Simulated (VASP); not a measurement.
Consider the following.

```
CELL_PARAMETERS angstrom
     -2.14294     2.14294     4.98994
      2.14294    -2.14294     4.98994
      2.14294     2.14294    -4.98994
ATOMIC_POSITIONS crystal
  La 0.99856 0.99856 0.00000
  Si 0.41925 0.41925 0.00000
  Si 0.26042 0.76042 0.50000
  Si 0.76042 0.26042 0.50000
  Os 0.65535 0.65535 0.00000
```

Level of theory: LDA (Ceperley-Alder, Perdew-Zunger), VASP's LDA PAW potentials (set 64) (plane waves; VASP 6.6.1). Numerical set-up: 300 eV cut-off, 8×8×8 Γ-centred mesh, Gaussian smearing of 0.10 eV, potentials La Si Os.

**Question.** Give the energies of bands 6 to 18 at the high-symmetry points, in eV from the Fermi level.

**Answer.** 
```
band      Γ      X      P      N      M      S      R
----  -----  -----  -----  -----  -----  -----  -----
6     -6.43  -8.05  -7.87  -8.78  -7.99  -8.45  -7.98
7     -6.20  -7.66  -7.87  -5.90  -6.49  -6.28  -7.58
8     -4.53  -5.53  -5.92  -4.46  -4.08  -4.38  -5.11
9     -4.53  -4.42  -3.96  -3.75  -4.08  -3.59  -4.40
10    -3.76  -2.69  -2.49  -3.47  -4.06  -3.42  -3.04
11    -2.84  -2.48  -2.42  -3.35  -1.96  -3.41  -2.89
12    -2.06  -2.25  -2.42  -2.37  -1.80  -2.66  -2.50
13    -1.92  -2.17  -1.91  -2.00  -1.80  -1.96  -1.89
14    -0.73  -2.15  -1.77  -1.52  -1.60  -1.76  -1.67
15    -0.73  -1.26  -1.77  -1.04   0.14  -0.90  -1.13
16     0.40  -0.98  -1.31  -0.02   1.00   0.37  -0.83
17     0.40   2.11   1.85   0.72   1.00   1.37   1.91
18     1.71   2.15   2.31   1.96   1.55   2.07   2.22
```

It has no gap at this level: it comes out as a metal or semimetal.

The structure comes from a computed database's LaSi3Os entry; how it stands against other phases isn't given here. The cell was not relaxed at this level. The electron count is odd and the run is not spin-polarised, which forces a metal.
